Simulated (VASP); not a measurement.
Crystal: MgCd2S3.

```xyz
6
Lattice="3.8011 0.0000 0.0000 -1.9006 3.2919 0.0000 0.0000 0.0000 9.3218" Properties=species:S:1:pos:R:3 pbc="T T T"
Mg    0.0000    0.0000    0.0000
Cd    1.9006    1.0973    6.2148
Cd    0.0000    2.1946    3.1069
S     0.0000    2.1946    7.7678
S     1.9006    1.0973    1.5539
S     0.0000    0.0000    4.6609
```

The cell was built by a generator and needn't be a form met in nature.

- Program: VASP 6.6.1
- Task: relaxation of cell and atoms
- Functional: PBE
- Potentials or basis: VASP PAW PBE potentials, release 64 (Mg, Cd, S)
- Cutoff: 520 eV
- k mesh: 4 × 4 × 2
- Occupations: gaussian, width 0.15 eV
- Spin: no spin polarisation

At the start: pressure 2.4 GPa; volume 19.44 Å³/atom.

Task: How do energy, volume and symmetry change on relaxing?

Result: Over 8 steps the energy falls by 18.2 meV/atom and the volume is 19.93 Å³/atom (+2.5 %); space group P-3m1 (No. 164, to 0.05 Å).

The path:
```
step  energy change (eV)  largest force (eV/Å)  pressure (GPa)  volume (Å³)
   1              0.0000                0.7854            2.43       116.64
   2             -0.0658                0.3950           -0.96       121.69
   3             -0.0658                0.4094           -1.03       121.70
   4             -0.0914                0.2261           -0.63       120.70
   5             -0.1037                0.2058            0.11       119.23
   6             -0.1039                0.2185            0.16       119.33
   7             -0.1083                0.0838           -0.04       119.50
   8             -0.1091                0.0599           -0.04       119.58
```

Final structure:
```
CELL_PARAMETERS angstrom
3.84148 0.00000 0.00000
-1.92074 3.32682 0.00000
0.00000 0.00000 9.35709
ATOMIC_POSITIONS crystal
Mg 0.00000 0.00000 0.00000
Cd 0.66667 0.33333 0.67136
Cd 0.33333 0.66667 0.32864
S 0.33333 0.66667 0.84555
S 0.66667 0.33333 0.15445
S 0.00000 0.00000 0.50000
```

Caveat: the k mesh is coarse (spacing up to 0.48 Å⁻¹), so the values aren't converged.
